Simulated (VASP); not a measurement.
Input:

```
PbS
1.0
    0.00000     2.99377     2.99377
    2.99377     0.00000     2.99377
    2.99377     2.99377     0.00000
Pb S
1 1
Direct
  0.00000   0.00000   0.00000
  0.50000   0.50000   0.50000
```

The numbers are results of TPSS meta-GGA, VASP's PBE PAW potentials (set 64) (plane waves; VASP), not measurements. Settings: 520 eV cut-off, 8×8×8 Γ-centred mesh, Gaussian smearing of 0.050 eV, potentials Pb_d S.

Unless said otherwise, spin-orbit coupling is left out, though it shifts the bands of the heavy elements here.

Estimate the energy per atom (σ→0), band gap (on the k-mesh) with the smallest direct gap where there is one.

```json
{
  "band gap (on the k-mesh)": "0.47 eV",
  "smallest direct gap (on the k-mesh)": "0.47 eV",
  "energy per atom (σ→0)": "-6.676 eV/atom"
}
```

Total energies compare only between runs with the same potentials, cut-off and functional.

The compound is PbS in the rock salt structure. It was relaxed first.
